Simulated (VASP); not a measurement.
OSZICAR of a VASP run on TiC (rock salt):

### OSZICAR
```
       N       E                     dE             d eps       ncg     rms          rms(c)
DAV:   1     0.121559863086E+03    0.12156E+03   -0.84940E+03  3488   0.160E+03
DAV:   2    -0.138812157467E+02   -0.13544E+03   -0.12910E+03  3580   0.388E+02
DAV:   3    -0.238157351285E+02   -0.99345E+01   -0.95819E+01  4608   0.990E+01
DAV:   4    -0.243101676958E+02   -0.49443E+00   -0.49354E+00  4532   0.209E+01
DAV:   5    -0.243273555095E+02   -0.17188E-01   -0.17186E-01  4732   0.339E+00    0.187E+01
DAV:   6    -0.193767947381E+02    0.49506E+01   -0.32215E+01  4144   0.704E+01    0.718E+00
DAV:   7    -0.187493197033E+02    0.62748E+00   -0.48036E+00  4252   0.282E+01    0.491E+00
DAV:   8    -0.187140030138E+02    0.35317E-01   -0.13966E-01  3728   0.499E+00    0.303E+00
DAV:   9    -0.187136917589E+02    0.31125E-03   -0.15584E-01  3876   0.501E+00    0.820E-01
DAV:  10    -0.187107373083E+02    0.29545E-02   -0.15731E-02  4996   0.180E+00    0.599E-01
DAV:  11    -0.187091359074E+02    0.16014E-02   -0.77517E-03  3724   0.138E+00    0.123E-01
DAV:  12    -0.187091234004E+02    0.12507E-04   -0.48433E-04  3828   0.326E-01    0.365E-02
DAV:  13    -0.187091102427E+02    0.13158E-04   -0.23221E-05  5132   0.653E-02    0.129E-02
DAV:  14    -0.187091091880E+02    0.10546E-05   -0.15945E-06  3792   0.107E-02    0.261E-03
DAV:  15    -0.187091087267E+02    0.46139E-06   -0.29328E-07  4012   0.719E-03    0.435E-04
DAV:  16    -0.187091086375E+02    0.89186E-07   -0.26231E-08  1948   0.155E-03
   1 F= -.18709109E+02 E0= -.18709109E+02  d E =0.000000E+00
```

Problem. Which electronic solver shows in the log?

Solution. It is blocked Davidson (ALGO = Normal, or the opening steps of other solvers). The INCAR had ALGO = Normal.

Problem. Can the final energy be trusted as converged?

Solution. The run converged. It stopped with EDIFF = 1E-7, NELM = 100 (PBE GGA, plane waves, VASP's PBE PAW potentials (set 64)).

The compound is TiC in the rock salt structure. It was relaxed first.
